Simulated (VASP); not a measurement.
Data:

```
CELL_PARAMETERS angstrom
      0.00000     2.28078     2.28078
      2.28078     0.00000     2.28078
      2.28078     2.28078     0.00000
ATOMIC_POSITIONS crystal
  Li 0.75000 0.75000 0.75000
  Li 0.25000 0.25000 0.25000
  O  0.00000 0.00000 0.00000
```

Level of theory: PBE GGA, VASP's PBE PAW potentials (set 64) (plane waves; VASP 6.6.1). Run with 400 eV cut-off, 6×6×6 Γ-centred mesh, Fermi-Dirac smearing of 0.020 eV, potentials Li_sv O.

Problem. Give the energies of bands 4 to 7 at the high-symmetry points, in eV from the valence-band maximum.

Solution. 
```json
[
 {"band": "4", "Γ": "0.00", "X": "-1.57", "U": "-2.10", "L": "-2.83", "W": "-1.93"},
 {"band": "5", "Γ": "0.00", "X": "-1.46", "U": "-1.51", "L": "-0.47", "W": "-1.51"},
 {"band": "6", "Γ": "0.00", "X": "-1.46", "U": "-1.15", "L": "-0.47", "W": "-1.51"},
 {"band": "7", "Γ": "5.90", "X": "5.01", "U": "6.65", "L": "9.47", "W": "7.28"}
]
```

The gap is indirect, 5.01 eV, from the valence maximum at Γ to the conduction minimum at X.

The structure comes from a computed database's Li2O entry; how it stands against other phases isn't given here. The cell was not relaxed at this level.
